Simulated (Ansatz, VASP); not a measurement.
# SnO2 (Cassiterite): VASP beside Ansatz, part 2 of 2

One calculation is typed for both programs; each brings its own data sets. How far apart do they land? The two relaxations start from unlike cells of this crystal (the structure described is Ansatz's start), so only their ends are compared.

VASP 6.6.1 and Ansatz 0.2.0.

So far: The structure; Ansatz: relaxation of cell and atoms, BLYP; VASP: relaxation of cell and atoms, BLYP.

## Step 3: VASP: relaxation of cell and atoms, BLYP (continued)

Level of this step: BLYP; plane waves and PAW (Sn_d, O) (VASP).

Numbers of over 12 decimals in the logs are rounded to 6 here.

OUTCAR, selected parts (step 3):

```text
ion  position               nearest neighbor table
   1  0.000  0.000  0.000-   4 2.11   6 2.11   4 2.11   6 2.11   5 2.12   3 2.12
   2  0.500  0.500  0.500-   3 2.11   5 2.11   3 2.11   5 2.11   4 2.12   6 2.12
   3  0.307  0.307  0.000-   2 2.11   2 2.11   1 2.12
   4  0.193  0.807  0.500-   1 2.11   1 2.11   2 2.12
   5  0.693  0.693  0.000-   2 2.11   2 2.11   1 2.12
   6  0.807  0.193  0.500-   1 2.11   1 2.11   2 2.12

  LATTYP: Found a simple tetragonal cell.
 ALAT       =     4.8846936738
 C/A-ratio  =     0.6699603975

 Subroutine GETGRP returns: Found 16 space group operations
 (whereof  8 operations were pure point group operations)

The static configuration has the point symmetry D_2h.
 The point group associated with its full space group is D_4h.

 Found     50 irreducible k-points:

   k-points           NKPTS =     50   k-points in BZ     NKDIM =     50   number of bands    NBANDS=     32

   dimension x,y,z NGX =    40 NGY =   40 NGZ =   28
   dimension x,y,z NGXF=    80 NGYF=   80 NGZF=   56

   ENCUT  =  600.0 eV  44.10 Ry    6.64 a.u.   9.76  9.76  6.54*2*pi/ulx,y,z

   NELECT =      52.0000    total number of electrons

 k-points in reciprocal lattice and weights: Automatic mesh
   0.00000000  0.00000000  0.00000000       0.003
   0.16666667  0.00000000  0.00000000       0.014
   0.33333333  0.00000000  0.00000000       0.014
   0.50000000  0.00000000  0.00000000       0.007
   0.16666667  0.16666667  0.00000000       0.014
   0.33333333  0.16666667  0.00000000       0.028
   0.50000000  0.16666667  0.00000000       0.014
   0.33333333  0.33333333  0.00000000       0.014
   0.50000000  0.33333333  0.00000000       0.014
[...]
0.50000000  0.33333333  0.50000000       0.014
   0.50000000  0.50000000  0.50000000       0.003

 average (electrostatic) potential at core
       1-100.5220       2-100.5220       3 -68.5792       4 -68.5792       5 -68.5792
       6 -68.5792

 E-fermi :   5.6485

 k-point     1 :       0.0000    0.0000    0.0000
  band No.  band energies     occupation
    ...
     22       4.2262      2.00000
     23       4.2262      2.00000
     24       4.7538      2.00000
     25       4.7538      2.00000
     26       5.4542      2.00000
     27       5.8427      0.00000
     28      10.8487      0.00000
     29      11.4810      0.00000
     30      11.4810      0.00000
     31      15.3798      0.00000
    ...

 k-point     2 :       0.1667    0.0000    0.0000
  band No.  band energies     occupation
    ...
     22       4.1678      2.00000
     23       4.2345      2.00000
     24       4.2540      2.00000
     25       4.7683      2.00000
     26       5.3325      2.00000
     27       6.6034      0.00000
     28      10.6033      0.00000
     29      11.6035      0.00000
     30      11.6911      0.00000
     31      15.6112      0.00000
    ...

 k-point     3 :       0.3333    0.0000    0.0000
  band No.  band energies     occupation
    ...
     22       3.8856      2.00000
     23       4.2556      2.00000
     24       4.2813      2.00000
     25       4.8078      2.00000
     26       5.0657      2.00000
     27       7.8241      0.00000
     28       9.9860      0.00000
     29      11.9277      0.00000
     30      12.0475      0.00000
     31      15.6199      0.00000
    ...

  Total       -0.0092312     -0.0092312     -0.0040818      0.0000000      0.0000000      0.0000000
  in kB       -0.1894905     -0.1894905     -0.0837882      0.0000000      0.0000000      0.0000000
  external PRESSURE =      -0.1542564 kB  Pullay stress =       0.0000000 kB

  energy-cutoff  :      600.00
  volume of cell :       78.05
      direct lattice vectors                 reciprocal lattice vectors
     4.884056369 -0.000000000  0.000000000     0.204747842  0.000000000  0.000000000
    -0.000000000  4.884056369  0.000000000     0.000000000  0.204747842  0.000000000
     0.000000000  0.000000000  3.272039326     0.000000000  0.000000000  0.305619799

 POSITION                                       TOTAL-FORCE (eV/Angst)
 -----------------------------------------------------------------------------------
     -0.00000      0.00000      0.00000        -0.000000      0.000000      0.000000
      2.44203      2.44203      1.63602        -0.000000      0.000000      0.000000
      1.49832      1.49832      0.00000        -0.001391     -0.001391      0.000000
      0.94371      3.94034      1.63602         0.001391     -0.001391      0.000000
      3.38574      3.38574      0.00000         0.001391      0.001391      0.000000
      3.94034      0.94371      1.63602        -0.001391      0.001391      0.000000
 -----------------------------------------------------------------------------------
    total drift:                               -0.000000      0.000000     -0.000000

  FREE ENERGIE OF THE ION-ELECTRON SYSTEM (eV)
  ---------------------------------------------------
  free  energy   TOTEN  =       -34.9037666766 eV

  energy  without entropy=      -34.9037666766  energy(sigma->0) =      -34.90376668

 reached required accuracy - stopping structural energy minimisation

 total charge
# of ion       s       p       d       tot
------------------------------------------
    1        0.878   0.971  10.297  12.146
    2        0.878   0.971  10.297  12.146
    3        1.551   3.475   0.000   5.026
    4        1.551   3.475   0.000   5.026
    5        1.551   3.475   0.000   5.026
    6        1.551   3.475   0.000   5.026
--------------------------------------------------
tot          7.957  15.843  20.594  44.395

[... 3 further parts left out ...]
```

The run keeps the 16 symmetry operations of its start, so it cannot find a distortion of lower symmetry.

## Step 4: Side by side

Known differences besides the potentials themselves: the cutoff is 420 eV in Ansatz and 600 eV in VASP; Ansatz makes its cores anew for this functional, VASP keeps those of its PBE data sets; VASP's log shows a relativistic correction to its local exchange, Ansatz's none; Ansatz adds a Pulay correction to the stress that steers its cell, VASP none. Total energies have different zeros and are not compared.

Compared:

```csv
quantity,Ansatz,VASP,difference
volume (Å³),77.75,78.05,-0.39 %
"edge a after relaxation, in the typed setting (Å)",4.880,4.884,-0.09 %
"edge c after relaxation, in the typed setting (Å)",3.265,3.272,-0.20 %
```

## Step 5: Summary of results

* difference in volume (relaxation of cell and atoms, BLYP): -0.39 %

In words: The difference in volume is -0.39 % (relaxation of cell and atoms, BLYP), within the 1.2 % picked in this series as the mark of a large difference, as far as the stopping tolerances let one tell. Such differences can come from data sets, numerical settings and the points named under the comparisons, not from the functional's error against experiment.

[Lines on the potential files, build, host, timing and source positions are cut from VASP's logs without a mark.]

[Logs are printed without paths, hosts, clocks, repeated set-up lines and the standing remarks that a program may print on its own settings, such as how far it seeks lower states.]

[Hosts, paths, dates, database ids (printed as entryN), source tags and the programs' standing remarks are cut or masked in the printed files.]
